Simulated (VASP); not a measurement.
# In2Te2O (P1) in VASP: relaxation of cell and atoms with PBE

Aim: the relaxation of cell and atoms of In2Te2O with PBE.

Everything below comes from runs of VASP 6.6.1. Logs are shortened: lines on timing, memory, paths and dates and some standing lists are left out, and cuts for length are marked.

### 1 The crystal as given

The typed cell holds 10 atoms: a = 14.533 Å, b = 7.219 Å, c = 7.221 Å, α = 143.32°, β = 62.60°, γ = 131.05°.

The cell was built by a generator and needn't be a form met in nature.

### 2 Relaxation of cell and atoms, PBE

The input, INCAR:

```
PREC = Normal
ENCUT = 520
EDIFF = 1E-5
ISMEAR = 0
SIGMA = 0.05
LREAL = Auto
LASPH = True
NELM = 80
ALGO = Fast
ISIF = 3
LWAVE = False
LCHARG = False
GGA = PE
IBRION = 2
NSW = 110
EDIFFG = -0.03
ISYM = 0
KPAR = 8
```

The input, KPOINTS:

```
Automatic mesh
0
Gamma
  5 5 5
```

The input, POSCAR:

```
In2Te2O
1.0
   -4.5404222500     12.4053732000      6.0586480900
    2.2700340900     -6.1749514800      2.9718158600
    2.2731773600      6.1760222200     -2.9719480700
In Te O
4 4 2
Direct
    0.0900782500      0.0196938700      0.1257271800
    0.5818822500      0.0147319100      0.1324083500
    0.4589741100      0.0421717800      0.8527821100
    0.9445968900      0.0281742900      0.8489148000
    0.4397476400      0.2017977300      0.6342182400
    0.9496796700      0.2899913200      0.6585511500
    0.2988494900      0.2729498500      0.4004726700
    0.7988125700      0.2512921200      0.3731440300
    0.0901922100      0.1722233100      0.9856319700
    0.5889376300      0.1974604100      0.0078436400
```

Potentials or basis: VASP PAW PBE potentials, release 64 (In_d, Te, O).

The run is started by

```bash
$ cat potpaw_PBE.64/In_d/POTCAR potpaw_PBE.64/Te/POTCAR potpaw_PBE.64/O/POTCAR > POTCAR
$ mpirun -np 8 vasp_std > vasp.out
```

OUTCAR:

```text
PREC = Normal
   ENCUT = 520
   EDIFF = 1E-5
   ISMEAR = 0
   LREAL = Auto
   LASPH = True
   NELM = 80
   ISIF = 3
   GGA = PE
   IBRION = 2
   NSW = 110
   EDIFFG = -0.03
   ISYM = 0

 ion  position               nearest neighbor table
   1  0.090  0.020  0.126-   9 2.00   6 2.65   6 2.96   7 2.99   4 3.57
   2  0.582  0.015  0.132-  10 2.05   5 2.85   5 2.95   8 3.01   3 3.43
   3  0.459  0.042  0.853-  10 1.80   5 2.76   7 2.80   7 3.14   2 3.43
   4  0.945  0.028  0.849-   9 1.98   8 2.82   8 2.96   6 3.06   1 3.57
   5  0.440  0.202  0.634-   3 2.76   2 2.85   2 2.95   7 3.64
   6  0.950  0.290  0.659-   1 2.65   1 2.96   4 3.06   8 3.40
   7  0.299  0.273  0.400-   3 2.80   1 2.99   3 3.14   5 3.64
   8  0.799  0.251  0.373-   4 2.82   4 2.96   2 3.01   6 3.40
   9  0.090  0.172  0.986-   4 1.98   1 2.00
  10  0.589  0.197  0.008-   3 1.80   2 2.05

IMPORTANT INFORMATION: All symmetrisations will be switched off!
NOSYMM: (Re-)initialisation of all symmetry stuff for point group C_1.

----------------------------------------------------------------------------------------

                                     Primitive cell

  volume of cell :     337.4914

  direct lattice vectors                    reciprocal lattice vectors
    -4.540422250 12.405373200  6.058648090    -0.000007010  0.040006612  0.083132608
     2.270034090 -6.174951480  2.971815860     0.220113663 -0.000825154  0.166645316
     2.273177360  6.176022220 -2.971948070     0.220089582  0.080732830 -0.000366626

  length of vectors
    14.533269939  7.219056036  7.221015240     0.092258114  0.276082174  0.234429837

  position of ions in fractional coordinates (direct lattice)
     0.090078250  0.019693870  0.125727180
     0.581882250  0.014731910  0.132408350
     0.458974110  0.042171780  0.852782110
     0.944596890  0.028174290  0.848914800
     0.439747640  0.201797730  0.634218240
     0.949679670  0.289991320  0.658551150
     0.298849490  0.272949850  0.400472670
     0.798812570  0.251292120  0.373144030
     0.090192210  0.172223310  0.985631970
     0.588937630  0.197460410  0.007843640

  ion indices of the primitive-cell ions
   primitive index   ion index
                 1           1
                 2           2
                 3           3
                 4           4
                 5           5
                 6           6
                 7           7
                 8           8
                 9           9
                10          10

----------------------------------------------------------------------------------------

 KPOINTS: Automatic mesh

Automatic generation of k-mesh.
 Grid dimensions read from file:
 generate k-points for:    5    5    5

 Generating k-lattice:

  Cartesian coordinates                     Fractional coordinates (reciprocal lattice)
    -0.000001402  0.008001322  0.016626522     0.200000000  0.000000000  0.000000000
     0.044022733 -0.000165031  0.033329063    -0.000000000  0.200000000  0.000000000
     0.044017916  0.016146566 -0.000073325     0.000000000  0.000000000  0.200000000

  Length of vectors
     0.018451623  0.055216435  0.046885967

  Shift w.r.t. Gamma in fractional coordinates (k-lattice)
     0.000000000  0.000000000  0.000000000

 Subroutine IBZKPT returns following result:
 ===========================================

 Found     63 irreducible k-points:

 Following reciprocal coordinates:
            Coordinates               Weight
  0.000000  0.000000  0.000000      1.000000
  0.200000 -0.000000  0.000000      2.000000
  0.400000  0.000000 -0.000000      2.000000
  0.000000  0.200000  0.000000      2.000000
  0.200000  0.200000  0.000000      2.000000
  0.400000  0.200000  0.000000      2.000000
[... 16 lines left out ...]
 -0.200000  0.200000  0.200000      2.000000
  0.000000  0.400000  0.200000      2.000000
 [... further k-points ...]
   k-points           NKPTS =     63   k-points in BZ     NKDIM =     63   number of bands    NBANDS=     52
   number of dos      NEDOS =    301   number of ions     NIONS =     10
   total plane-waves  NPLWV = 134400
   dimension x,y,z NGX =    84 NGY =   40 NGZ =   40
   dimension x,y,z NGXF=   168 NGYF=   80 NGZF=   80
   ions per type =               4   4   2
   NGX,Y,Z   is equivalent  to a cutoff of   9.61,  9.21,  9.21 a.u.
   NGXF,Y,Z  is equivalent  to a cutoff of  19.22, 18.42, 18.42 a.u.
 SYSTEM =  unknown system
   PREC   = normal    normal or accurate (medium, high low for compatibility)
   ISTART =      0    job   : 0-new  1-cont  2-samecut
   ICHARG =      2    charge: 1-file 2-atom 10-const
   ISPIN  =      1    spin polarized calculation?
   LNONCOLLINEAR =      F non collinear calculations
   LSORBIT =      F    spin-orbit coupling
   LASPH  =      T    aspherical Exc in radial PAW
   ENCUT  =  520.0 eV  38.22 Ry    6.18 a.u.  27.02 13.42 13.43*2*pi/ulx,y,z
   NELM   =     80;   NELMIN=  2; NELMDL= -5     # of ELM steps
   EDIFF  = 0.1E-04   stopping-criterion for ELM
   LREAL  =      T    real-space projection
   EDIFFG = -.3E-01   stopping-criterion for IOM
   NSW    =    110    number of steps for IOM
   IBRION =      2    ionic relax: 0-MD 1-quasi-New 2-CG
   NFREE  =      1    steps in history (QN), initial steepest desc. (CG)
   ISIF   =      3    stress and relaxation
   ISYM   =      0    0-nonsym 1-usesym 2-fastsym
   POTIM  = 0.5000    time-step for ionic-motion
   TEBEG  =    0.0;   TEEND  =   0.0 temperature during run
   PSTRESS=    0.0 pullay stress
   NELECT =      88.0000    total number of electrons
   NUPDOWN=      -1.0000    fix difference up-down
   EMIN   =  10.00;   EMAX   =-10.00  energy-range for DOS
   EFERMI =   0.00;   METHOD = LEGACY
   ISMEAR =     0;   SIGMA  =   0.05  broadening in eV -4-tet -1-fermi 0-gaus
   EFERMI_NEDOS =   21; number of points for ismear=-14 and -15
   IALGO  =     68    algorithm
   IMIX   =      4    mixing-type and parameters
     AMIX     =   0.40;   BMIX     =  1.00
     AMIX_MAG =   1.60;   BMIX_MAG =  1.00
  volume/ion in A,a.u.               =      33.75       227.75
  Fermi-wavevector in a.u.,A,eV,Ry     =   1.045879  1.976425 14.882911  1.093863
  Thomas-Fermi vector in A             =   2.180694
   LORBIT       =      0    0 simple, 1 ext, 2 COOP (PROOUT), +10 PAW based schemes
   GGA     = PE    functional components
   LHFCALC =     F    Hartree Fock is set to
   AEXX    =    0.0000 exact exchange contribution
   IVDW    =     0    specifies the selected vdW correction
   LEPSILON=     F    determine dielectric tensor
   LRPA    =     F    only Hartree local field effects (RPA)
 conjugate gradient relaxation of ions
 non-spin polarized calculation
 RMM-DIIS sequential band-by-band and
 Gauss-broadening in eV      SIGMA  =   0.05
  energy-cutoff  :      520.00
  volume of cell :      337.49
 maximum number of plane-waves:      9125
   NGX = 53   NGY = 27   NGZ = 27

--------------------------------------- Ionic step        1  -------------------------------------------

 number of electron      87.9999993 magnetization

 Free energy of the ion-electron system (eV)
  ---------------------------------------------------
  ext. energy  EPLUGINS =         0.00000000
  ---------------------------------------------------
  free energy    TOTEN  =       -37.14188831 eV

  energy without entropy =      -37.14188831  energy(sigma->0) =      -37.14188831

------------------------ aborting loop because EDIFF is reached ----------------------------------------

  FORCE on cell =-STRESS in cart. coord.  units (eV):
  Direction    XX          YY          ZZ          XY          YZ          ZX
  --------------------------------------------------------------------------------------
  -------------------------------------------------------------------------------------
  Total        1.5105466      7.8868781      3.6505060      0.3238512      4.0187466      3.1194522
  in kB        7.1710372     37.4414784     17.3300943      1.5374229     19.0782477     14.8090156
  external PRESSURE =      20.6475366 kB  Pullay stress =       0.0000000 kB
[... 113 lines left out ...]
  FREE ENERGIE OF THE ION-ELECTRON SYSTEM (eV)
  ---------------------------------------------------
  free  energy   TOTEN  =       -37.8357491593 eV

  energy  without entropy=      -37.8357491593  energy(sigma->0) =      -37.83574916

[... ionic steps 4 to 39 ...]

--------------------------------------- Ionic step       40  -------------------------------------------

 number of electron      87.9999988 magnetization

------------------------ aborting loop because EDIFF is reached ----------------------------------------

  FORCE on cell =-STRESS in cart. coord.  units (eV):
  Direction    XX          YY          ZZ          XY          YZ          ZX
  --------------------------------------------------------------------------------------
  -------------------------------------------------------------------------------------
  Total       -0.1246580     -0.1001240      0.0025378      0.0151965     -0.0419007      0.0248043
  in kB       -0.5931372     -0.4764017      0.0120752      0.0723069     -0.1993682      0.1180218
  external PRESSURE =      -0.3524879 kB  Pullay stress =       0.0000000 kB
[... 73 lines left out ...]
  energy  without entropy=      -38.3280272517  energy(sigma->0) =      -38.32802725

--------------------------------------- Ionic step       42  -------------------------------------------

 number of electron      87.9999988 magnetization

 Free energy of the ion-electron system (eV)
  ---------------------------------------------------
  ext. energy  EPLUGINS =         0.00000000
  ---------------------------------------------------
  free energy    TOTEN  =       -38.32819356 eV

  energy without entropy =      -38.32819356  energy(sigma->0) =      -38.32819356

 E-fermi :   2.8450     XC(G=0):  -8.0704

 val. band max:        2.5710408240   @ k =   0.0000   0.2000   0.0000
 cond. band min:       3.6891514569   @ k =   0.0000   0.0000   0.0000
 fundamental gap:      1.1181106329
 Fermi energy:         2.8449865204

 k-point     1 :       0.0000    0.0000    0.0000
  band No.  band energies     occupation
      1     -14.4264      2.00000
      2     -14.4206      2.00000
      3     -11.1892      2.00000
      4     -11.1874      2.00000
      5     -11.1627      2.00000
      6     -11.1614      2.00000
[... 1309 lines left out ...]
     51       6.9420      0.00000
     52       7.4887      0.00000

 [... further k-points ...]
[... 5 lines left out ...]
  --------------------------------------------------------------------------------------
  -------------------------------------------------------------------------------------
  Total       -0.0128995     -0.0872497      0.0275596      0.0018835     -0.0381140      0.0041466
  in kB       -0.0614128     -0.4153834      0.1312075      0.0089670     -0.1814555      0.0197416
  external PRESSURE =      -0.1151962 kB  Pullay stress =       0.0000000 kB
[... 25 lines left out ...]
  FREE ENERGIE OF THE ION-ELECTRON SYSTEM (eV)
  ---------------------------------------------------
  free  energy   TOTEN  =       -38.3281935642 eV

  energy  without entropy=      -38.3281935642  energy(sigma->0) =      -38.32819356

 reached required accuracy - stopping structural energy minimisation
```

Run time: 39 min. Hardware: 8 MPI ranks of Intel Xeon 6975P-C (Granite Rapids), shared host; peak memory 0.87 GiB.

What came out:

| Property | Result |
| --- | --- |
| Free energy | -38.3282 eV |
| Relaxed volume | 33.65 Å³/atom |
| Relaxed cell | a = 14.537 Å, b = 7.251 Å, c = 7.249 Å, α = 143.98°, β = 62.49°, γ = 130.77° |
| Space group after relaxing (to 0.05 Å) | P1 (No. 1) |
| Energy gained by relaxing | 118.6 meV/atom |
| Ionic steps | 42 |
| Pressure after relaxing | 0.0 GPa |
| Largest force after relaxing | 0.027 eV/Å |
| Band gap on the k mesh | 1.12 eV, indirect (least direct gap 1.15 eV) |

Forces on the atoms (eV/Å):
```
In  -0.001  0.019 -0.007
In  -0.005 -0.017  0.010
In  -0.006  0.014  0.001
In   0.004  0.011  0.000
Te   0.009 -0.001  0.003
Te   0.001  0.003 -0.002
Te  -0.005 -0.002  0.000
Te  -0.001  0.003  0.002
O    0.005 -0.026 -0.005
O   -0.001 -0.003 -0.002
```

Step by step:
```
step  energy change (eV)  largest force (eV/Å)  pressure (GPa)  volume (Å³)
   1              0.0000                5.9503            2.06       337.49
   3             -0.6939                1.3592           -0.83       345.94
   5             -0.6990                1.4082           -0.62       345.08
   7             -1.0707                0.6682           -0.08       338.29
   9             -1.1303                0.4349           -0.08       336.20
  11             -1.1580                0.2706            0.14       334.47
  13             -1.1671                0.1541            0.06       335.56
  15             -1.1744                0.1256           -0.05       337.08
  17             -1.1786                0.0847            0.01       336.78
  19             -1.1809                0.0806           -0.01       336.70
  21             -1.1824                0.0441            0.07       336.46
  23             -1.1833                0.0595           -0.03       337.14
  25             -1.1843                0.0462           -0.05       337.15
  27             -1.1849                0.0428            0.02       336.48
  29             -1.1849                0.0437            0.04       336.50
  31             -1.1852                0.0538           -0.04       336.43
  33             -1.1857                0.0407            0.02       336.45
  35             -1.1857                0.0613            0.00       336.47
  37             -1.1857                0.0535            0.01       336.47
  39             -1.1860                0.0352            0.00       336.64
  41             -1.1861                0.0410           -0.04       336.73
  42             -1.1863                0.0268           -0.01       336.53
```

Final structure:
```yaml
crystal:
  lattice:
    - [-4.48853, 12.42326, 6.06882]
    - [2.24116, -6.20322, 3.01351]
    - [2.24182, 6.20070, -3.01338]
  atoms:
    - { symbol: In, position: [0.09225, 0.04395, 0.14625] }
    - { symbol: In, position: [0.59016, 0.03464, 0.14571] }
    - { symbol: In, position: [0.44580, 0.03838, 0.86272] }
    - { symbol: In, position: [0.94761, 0.03833, 0.85447] }
    - { symbol: Te, position: [0.44156, 0.23183, 0.65092] }
    - { symbol: Te, position: [0.94337, 0.23993, 0.65106] }
    - { symbol: Te, position: [0.29124, 0.23469, 0.35553] }
    - { symbol: Te, position: [0.79363, 0.23516, 0.35042] }
    - { symbol: O, position: [0.09915, 0.19785, 0.99805] }
    - { symbol: O, position: [0.59698, 0.19573, 0.00456] }
```

Caveat: spin-orbit coupling is left out, which moves the levels of the heavy elements; an odd mesh through Γ misses points on the zone boundary, where band edges often lie.
